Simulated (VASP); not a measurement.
Input:

```xyz
4
Lattice="4.3171 0.0000 0.0000 -2.1586 3.7387 0.0000 0.0000 0.0000 7.1261" Properties=species:S:1:pos:R:3 pbc="T T T"
Ga     2.1586     1.2462     3.5675
Ga     0.0000     2.4925     0.0045
Sb     2.1586     1.2462     6.2301
Sb     0.0000     2.4925     2.6671
```

Calculation: r2SCAN meta-GGA, VASP's PBE PAW potentials (set 64) (plane waves; VASP 6.6.1). Settings: 400 eV cut-off, 7×7×4 Γ-centred mesh, tetrahedra with Blöchl corrections, potentials Ga_d Sb.

The cores are frozen, which limits the accuracy of field gradients.

Task: Give the principal components of the electric field gradient (V/Å²) and the asymmetry η at each nucleus.

Result: 
```
atom   Vxx   Vyy   Vzz     η
----  ----  ----  ----  ----
Ga1   -2.1  -2.1   4.3  0.00
Ga2   -2.1  -2.1   4.3  0.00
Sb3   -9.9  -9.9  19.7  0.00
Sb4   -9.9  -9.9  19.7  0.00
```

The structure comes from a computed database's GaSb entry (P6_3mc); how it stands against other phases isn't given here. It was relaxed first.
